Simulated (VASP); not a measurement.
All values below come from PBEsol GGA, VASP's PBE PAW potentials (set 64) (plane waves; VASP).

Input for VASP

### POSCAR
```
Sr(110) slab
1
    4.1801291232     0.0000000000     0.0000000000
    0.0000000000     5.9115956143     0.0000000000
    0.0000000000     0.0000000000    27.1249169956
Sr
6
Direct
  0.0000000000   0.0000000000   0.3072270358
  0.5000000000   0.5000000000   0.3847004737
  0.0000000000   0.0000000000   0.4599439735
  0.5000000000   0.5000000000   0.5400560265
  0.0000000000   0.0000000000   0.6152995263
  0.5000000000   0.5000000000   0.6927729642
```

### KPOINTS
```
Automatic mesh
0
Gamma
7 5 1
0 0 0
```

**INCAR**
```
SYSTEM = Sr(110) slab
PREC = Normal; ENCUT = 400; LREAL = .FALSE.
LASPH = .TRUE.
EDIFF = 1E-6; NELM = 100; NELMIN = 4
ALGO = Normal; LMAXMIX = 4
ISMEAR = 1; SIGMA = 0.1
GGA = PS
LWAVE = .FALSE.; LCHARG = .FALSE.; LORBIT = 11
LVHAR = .TRUE.
DIPOL = 0.5 0.5 0.5
LDIPOL = .TRUE.; IDIPOL = 3
```

POTCAR, in this order: Sr_sv (PBE.64 set). Program: vasp_std. Read from the step before: WAVECAR.

Output

### OSZICAR
```
       N       E                     dE             d eps       ncg     rms          rms(c)
DAV:   1    -0.962906232097E+01   -0.96291E+01   -0.19386E-04  1120   0.404E-02    0.778E-02
DAV:   2    -0.962905415398E+01    0.81670E-05   -0.49098E-04  1136   0.545E-02    0.934E-02
DAV:   3    -0.962902704048E+01    0.27114E-04   -0.93621E-05  1056   0.244E-02    0.222E-02
DAV:   4    -0.962902674741E+01    0.29308E-06   -0.67135E-06   864   0.626E-03
   1 F= -.96290267E+01 E0= -.96280808E+01  d E =-.283795E-02
```

File OUTCAR:
```
------------------------ aborting loop because EDIFF is reached ----------------------------------------
  FORCE on cell =-STRESS in cart. coord.  units (eV):
  Direction    XX          YY          ZZ          XY          YZ          ZX
  --------------------------------------------------------------------------------------
  Total        0.1762336     -1.5940359      0.1003767      0.0000000      0.0000000      0.0000000
  in kB        0.4212467     -3.8101831      0.2399279      0.0000000      0.0000000      0.0000000
  external PRESSURE =      -1.0496695 kB  Pullay stress =       0.0000000 kB
  volume of cell :      670.29
      direct lattice vectors                 reciprocal lattice vectors
     4.180129123  0.000000000  0.000000000     0.239227060  0.000000000  0.000000000
     0.000000000  5.911595614  0.000000000     0.000000000  0.169159067  0.000000000
     0.000000000  0.000000000 27.124916996     0.000000000  0.000000000  0.036866472
 POSITION                                       TOTAL-FORCE (eV/Angst)
 -----------------------------------------------------------------------------------
      0.00000      0.00000      8.33351         0.000000      0.000000     -0.013744
      2.09006      2.95580     10.43497         0.000000      0.000000     -0.004455
      0.00000      0.00000     12.47594         0.000000      0.000000      0.007799
      2.09006      2.95580     14.64897         0.000000      0.000000     -0.007799
      0.00000      0.00000     16.68995         0.000000      0.000000      0.004455
      2.09006      2.95580     18.79141         0.000000      0.000000      0.013744
 -----------------------------------------------------------------------------------
    total drift:                                0.000000      0.000000      0.000000
  FREE ENERGIE OF THE ION-ELECTRON SYSTEM (eV)
  ---------------------------------------------------
  free  energy   TOTEN  =        -9.6290267474 eV

  energy  without entropy=       -9.6261887989  energy(sigma->0) =       -9.62808076

 total charge

# of ion       s       p       d       tot
------------------------------------------
    1        2.081   5.661   0.106   7.849
    2        2.067   5.676   0.148   7.891
    3        2.067   5.680   0.142   7.890
    4        2.067   5.680   0.142   7.890
    5        2.067   5.676   0.148   7.891
    6        2.081   5.661   0.106   7.849
--------------------------------------------------
tot         12.431  34.035   0.792  47.258
```
(Selected blocks of OUTCAR.)

The cell is a thin slab with vacuum, built from Sr (fcc): (110) face.
